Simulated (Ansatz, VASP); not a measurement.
# Si6B2O15 (amorphous 86SiO2-14B2O3 (mol %)): VASP beside Ansatz, part 2 of 2

Aim: how closely do two programs agree when they are given the same cell, functional and k mesh? The cell is taken from a series of runs on this material, whose earlier steps may have relaxed, scaled, displaced or heated it; both programs get it as it stands.

VASP 6.6.1 and Ansatz 0.2.0.

So far. Step 2 (VASP: single point, PBE, pair 1): The run ends at a pressure of -2.42 GPa, with forces up to 3.4 eV/Å.

### 5. VASP: single point, PBE, pair 2

Level of this step: PBE; plane waves and PAW (Si, B, O) (VASP).

With cell and atoms fixed, the geometry can't cause a difference; cores, projectors, grids and the points listed under the comparison can. The cell compared in this pair holds 1273.70 Å³, against 1341.08 Å³ for the pair before.

Input file INCAR:

```
SYSTEM = Si6B2O15
PREC = Accurate
ENCUT = 600
EDIFF = 1E-06
NELM = 120
ISMEAR = -1
SIGMA = 0.025
LREAL = Auto
ALGO = Normal
GGA = PE
NBANDS = 304
LORBIT = 11
LWAVE = .FALSE.
LCHARG = .FALSE.
ISIF = 2
LASPH = .TRUE.
GGA_COMPAT = .FALSE.
EFERMI = MIDGAP
NCORE = 2
```

Input file POSCAR:

```
Si6B2O15
1.0
   10.6879600000      0.1284700000     -0.3980800000
    0.1284700000     10.9814500000     -0.2864000000
   -0.3980800000     -0.2864000000     10.8756400000
Si B O
24 8 60
Direct
    0.4417300000      0.7777400000      0.9030200000
    0.9922800000      0.0502700000      0.9529900000
    0.5195400000      0.7860400000      0.2891700000
    0.7696600000      0.4535600000      0.9377000000
    0.2134000000      0.4403000000      0.1733500000
    0.2287500000      0.3064500000      0.4232100000
    0.0849900000      0.7125600000      0.7205000000
    0.1764000000      0.0287500000      0.3882500000
    0.4336600000      0.2147600000      0.6041700000
    0.9782200000      0.4004400000      0.5164300000
    0.9470500000      0.5141800000      0.2581000000
    0.1537400000      0.2571400000      0.9340200000
    0.7035500000      0.6159500000      0.1592600000
    0.9202000000      0.9406900000      0.3492900000
    0.8992600000      0.6898800000      0.4806100000
    0.4540700000      0.0378500000      0.3809300000
    0.1672700000      0.8352100000      0.9536000000
    0.4857600000      0.5942400000      0.6777900000
    0.8202000000      0.1557100000      0.5146800000
    0.5892200000      0.0164400000      0.9102600000
    0.0125900000      0.4645600000      0.7890700000
    0.3271000000      0.6798000000      0.1065900000
    0.2692900000      0.8962900000      0.6191800000
    0.7825900000      0.0498200000      0.1272300000
    0.8079800000      0.0708400000      0.7633900000
    0.3425500000      0.1078900000      0.8010500000
    0.5755400000      0.3769800000      0.7440200000
    0.8330400000      0.3028700000      0.1477200000
    0.4193800000      0.7183700000      0.4972400000
    0.6032700000      0.2148500000      0.3473600000
[... 56 atom lines left out ...]
    0.0948400000      0.3446900000      0.8235200000
    0.2532300000      0.3615600000      0.2920400000
    0.0327600000      0.1910400000      0.9872400000
    0.9391600000      0.4488500000      0.6499900000
    0.6489100000      0.4792700000      0.4538100000
    0.3107900000      0.0047000000      0.3289700000
```

Input file KPOINTS:

```
Automatic mesh
0
Gamma
1 1 1
0 0 0
```

Potentials, in the order of the species: Si, B and O (PBE family, release 64).

On the command line:

```sh
> mpirun -np 8 vasp_gam
```

Numbers of over 12 decimals in the logs are rounded to 6 here.

The program printed:

```text
[... set-up lines as in an earlier step ...]
 entering main loop
       N       E                     dE             d eps       ncg     rms          rms(c)
DAV:   1     0.481654725666E+04    0.48165E+04   -0.30526E+05   608   0.172E+03
DAV:   2    -0.370979083433E+03   -0.51875E+04   -0.50219E+04   752   0.399E+02
DAV:   3    -0.802396198181E+03   -0.43142E+03   -0.42866E+03   712   0.122E+02
DAV:   4    -0.811860191686E+03   -0.94640E+01   -0.94217E+01   736   0.193E+01
[...]
DAV:  19    -0.721359880637E+03    0.10656E-05   -0.66436E-06   728   0.730E-03    0.857E-03
DAV:  20    -0.721359878900E+03    0.17373E-05   -0.35479E-06   552   0.446E-03    0.471E-03
DAV:  21    -0.721359878494E+03    0.40526E-06   -0.10135E-06   472   0.272E-03
   1 F= -.72135988E+03 E0= -.72135988E+03  d E =0.000000E+00
```

OUTCAR, selected parts (step 5):

```text
  Total       -0.9248536     -0.7825964     -0.8634539      0.1810740     -0.1892044     -0.2800997
  in kB       -1.1633669     -0.9844226     -1.0861326      0.2277718     -0.2379989     -0.3523354
  external PRESSURE =      -1.0779740 kB  Pullay stress =       0.0000000 kB

 POSITION                                       TOTAL-FORCE (eV/Angst)
 -----------------------------------------------------------------------------------
      4.46163      8.33884      9.42233         0.030012      0.011736     -0.039887
     10.23254      0.40658      9.95497         0.019632     -0.034819      0.003995
      5.53869      8.61579      2.71297         0.056893      0.021369     -0.022928
      7.91108      4.81107      9.76180        -0.013500     -0.011277     -0.051211
      2.26837      4.81290      1.67424         0.027243      0.000838      0.008717
      2.31577      3.27345      4.42385         0.015561      0.039929     -0.021856
      0.71310      7.62951      7.59799        -0.012173     -0.018564     -0.023505
      1.73450      0.22718      4.14401        -0.037574      0.001997     -0.035335
      4.42202      2.24105      6.33660         0.031625      0.025106     -0.040899
     10.30104      4.37518      5.11241        -0.010279      0.010944     -0.031123
     10.08534      5.69419      2.28274         0.029442      0.031086      0.021188
      1.30439      2.57602     10.02322         0.008646      0.028101      0.009821
[...]
6.33705      2.33738      3.47608         0.041366      0.016764     -0.012948
[...]
-----------------------------------------------------------------------------------
    total drift:                               -0.005876      0.001847     -0.006789

  FREE ENERGIE OF THE ION-ELECTRON SYSTEM (eV)
  ---------------------------------------------------
  free  energy   TOTEN  =      -721.3598784943 eV

  energy  without entropy=     -721.3598784943  energy(sigma->0) =     -721.35987849

[... 1 part as in an earlier step ...]

[... 2 further parts left out ...]
[key lines of the parts left out:]
E-fermi :   2.8325
```

The run ends at a pressure of -0.11 GPa, with forces up to 0.076 eV/Å.

### 6. Ansatz: single point, PBE, pair 2

The same cell, functional, mesh and smearing now go to Ansatz, which takes its cutoff from its data sets.

The cell is taken from a series of runs on this material, whose earlier steps may have relaxed, scaled, displaced or heated it; both programs get it as it stands.

Input file input.yaml:

```yaml
crystal:
  lattice:
    - [10.68796, 0.12847, -0.39808]
    - [0.12847, 10.98145, -0.2864]
    - [-0.39808, -0.2864, 10.87564]
  atoms:
    - { symbol: Si, position: [0.44173, 0.77774, 0.90302] }
    - { symbol: Si, position: [0.99228, 0.05027, 0.95299] }
    - { symbol: Si, position: [0.51954, 0.78604, 0.28917] }
    - { symbol: Si, position: [0.76966, 0.45356, 0.9377] }
    - { symbol: Si, position: [0.2134, 0.4403, 0.17335] }
    - { symbol: Si, position: [0.22875, 0.30645, 0.42321] }
    - { symbol: Si, position: [0.08499, 0.71256, 0.7205] }
    - { symbol: Si, position: [0.1764, 0.02875, 0.38825] }
    - { symbol: Si, position: [0.43366, 0.21476, 0.60417] }
    - { symbol: Si, position: [0.97822, 0.40044, 0.51643] }
    - { symbol: Si, position: [0.94705, 0.51418, 0.2581] }
    - { symbol: Si, position: [0.15374, 0.25714, 0.93402] }
    - { symbol: Si, position: [0.70355, 0.61595, 0.15926] }
    - { symbol: Si, position: [0.9202, 0.94069, 0.34929] }
    - { symbol: Si, position: [0.89926, 0.68988, 0.48061] }
    - { symbol: Si, position: [0.45407, 0.03785, 0.38093] }
    - { symbol: Si, position: [0.16727, 0.83521, 0.9536] }
    - { symbol: Si, position: [0.48576, 0.59424, 0.67779] }
    - { symbol: Si, position: [0.8202, 0.15571, 0.51468] }
    - { symbol: Si, position: [0.58922, 0.01644, 0.91026] }
    - { symbol: Si, position: [0.01259, 0.46456, 0.78907] }
    - { symbol: Si, position: [0.3271, 0.6798, 0.10659] }
    - { symbol: Si, position: [0.26929, 0.89629, 0.61918] }
    - { symbol: Si, position: [0.78259, 0.04982, 0.12723] }
    - { symbol: B, position: [0.80798, 0.07084, 0.76339] }
    - { symbol: B, position: [0.34255, 0.10789, 0.80105] }
    - { symbol: B, position: [0.57554, 0.37698, 0.74402] }
    - { symbol: B, position: [0.83304, 0.30287, 0.14772] }
    - { symbol: B, position: [0.41938, 0.71837, 0.49724] }
    - { symbol: B, position: [0.60327, 0.21485, 0.34736] }
[... 56 atom lines left out ...]
    - { symbol: O, position: [0.09484, 0.34469, 0.82352] }
    - { symbol: O, position: [0.25323, 0.36156, 0.29204] }
    - { symbol: O, position: [0.03276, 0.19104, 0.98724] }
    - { symbol: O, position: [0.93916, 0.44885, 0.64999] }
    - { symbol: O, position: [0.64891, 0.47927, 0.45381] }
    - { symbol: O, position: [0.31079, 0.0047, 0.32897] }
kpoints:
  mp_grid: { grid: [1, 1, 1] }
hamiltonian:
  xc: pbe
scf:
  occupations: { method: fermi_dirac, width: 0.025 }
output:
  forces: true
  stress: true
  populations: true
  dos:
    method: { smearing: { sigma: 0.08 } }
    de: 0.05
    projected: { site_lists: { B: [B], O: [O], Si: [Si] } }
  eigenvalues: true
  write_density: true
  write_potential: true
  volumetric_format: npy
```

On the command line:

```sh
> ansatz run input.yaml --threads 4 --pin off --max-ram 8192MiB --backend cpu --events-out ev --progress --plain --runs-dir out
```

The program printed:

```text
[...]
Crystal: 92 atoms, lattice volume = 1273.699 Å³
Basis set: ecut = 420 eV, 24909 PW (Γ), exchange–correlation on 144×150×150 points (8 copies of the dense FFT grid, shifted against one another)
Bands: 332, of which v1, the nominal top of the filled ones, is band 240 counted from 1 (239 counted from 0)
Symmetry: 1 space group operations
[...]
k-points: 1
[...]
P = ⅓ Tr σ = -0.0102 GPa (-0.102 kbar)
--- Band table (eV) ---
  k-point 0: bands = [... 236 lower, 1.5757, 1.8983, 2.0936, 2.3051, 6.1571, 7.3283, 7.8922, 8.0450, ... 88 higher]
--- Löwdin populations: 92 sites ---
  site symbol       q [e]
     0     Si      2.2180
     1     Si      2.2059
     2     Si      2.2098
     3     Si      2.2080
     4     Si      2.1929
     5     Si      2.2083
     6     Si      2.2125
     7     Si      2.2157
[...]
88      O      6.7959
    89      O      6.7786
    90      O      6.3964
    91      O      6.7704
  spilling = 0.012936 (of n_electrons = 480.000000)
```

### 7. Differences

What differs besides the data sets and the points named for the pairs above, as far as they apply: the cutoff is 420 eV in Ansatz and 600 eV in VASP (PREC = Accurate, projectors in real space). Total energies have different zeros and are not compared.

The two programs side by side:

```tsv
quantity	Ansatz	VASP	difference
pressure (GPa)	-0.01	-0.11	+0.10
gap on the k mesh (eV)	3.852	3.832	+0.020
```

At this near-relaxed geometry the largest component of a force difference is 61 meV/Å. A gap on the mesh is an upper bound, since the band edges may lie between its points.

### 8. What came out

* r.m.s. force difference (single point, PBE, pair 1): 2.9 % of the r.m.s. force
* r.m.s. force difference (single point, PBE, pair 2): 19 meV/Å

The r.m.s. force difference is 19 meV/Å (single point, PBE, pair 2), beyond the 12 meV/Å picked in this series as the mark of a large difference. What causes the difference of the single point, PBE, pair 2 pair stays open here. Such differences can come from data sets, numerical settings and the points named under the comparisons, not from the functional's error against experiment.

[Lines on the potential files, build, host, timing and source positions are cut from VASP's logs without a mark.]

[Logs are printed without paths, hosts, clocks, repeated set-up lines and the standing remarks that a program may print on its own settings, such as how far it seeks lower states.]

[Hosts, paths, dates, database ids (printed as entryN), source tags and the programs' standing remarks are cut or masked in the printed files.]
